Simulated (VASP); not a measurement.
Calculation: PBEsol GGA, VASP's PBE PAW potentials (set 64) (plane waves; VASP).

VASP input:

KPOINTS:
```
Automatic mesh
0
Gamma
12 12 12
0 0 0
```

POSCAR:
```
TiCo
1
    2.9273115293     0.0000000000    -0.0000000000
    0.0000000000     2.9273115293     0.0000000000
    0.0000000000     0.0000000000     2.9273115293
Ti Co
1 1
Direct
  0.0000000000   0.0000000000  -0.0512415568
  0.5000000000   0.5000000000   0.5000000000
```

### INCAR
```
SYSTEM = TiCo
PREC = Accurate
ENCUT = 480
EDIFF = 1E-7
NELM = 100
ALGO = Normal
LREAL = .FALSE.
LASPH = .TRUE.
ISMEAR = 1
SIGMA = 0.1
GGA = PS
LMAXMIX = 4
LWAVE = .FALSE.
LCHARG = .FALSE.
ISIF = 2
```

POTCAR, in this order: Ti_sv Co (PBE.64 set). Program: vasp_std.

Q: What does the run give for the energy per atom (σ→0), pressure, largest force, band gap (on the k-mesh)?

A: 
```
Quantity                                                     Value
------------------------  ----------------------------------------
energy per atom (σ→0)                               -8.415 eV/atom
band gap (on the k-mesh)  none (metal, semimetal or under 0.01 eV)
pressure                                                  1.87 GPa
largest force                                           0.746 eV/Å
```

File OSZICAR:
```
...
DAV:  11    -0.168305472954E+02    0.16261E-02   -0.92841E-03  7166   0.114E+00    0.235E-01
DAV:  12    -0.168301494472E+02    0.39785E-03   -0.21098E-03  8804   0.432E-01    0.385E-02
DAV:  13    -0.168301396498E+02    0.97974E-05   -0.58793E-05  6118   0.963E-02    0.325E-02
DAV:  14    -0.168301323196E+02    0.73302E-05   -0.24582E-05  7722   0.503E-02    0.829E-03
DAV:  15    -0.168301317281E+02    0.59153E-06   -0.29448E-06  8622   0.186E-02    0.113E-03
DAV:  16    -0.168301318373E+02   -0.10918E-06   -0.75920E-08  3400   0.293E-03    0.446E-04
DAV:  17    -0.168301318643E+02   -0.27025E-07   -0.12527E-08  3002   0.174E-03
   1 F= -.16830132E+02 E0= -.16829483E+02  d E =-.194597E-02
```

The compound is TiCo in the CsCl type structure. This cell was strained or had an atom moved on purpose. The run is not spin-polarised, so no magnetic state was tried. The electron count is odd and the run is not spin-polarised, which forces a metal.
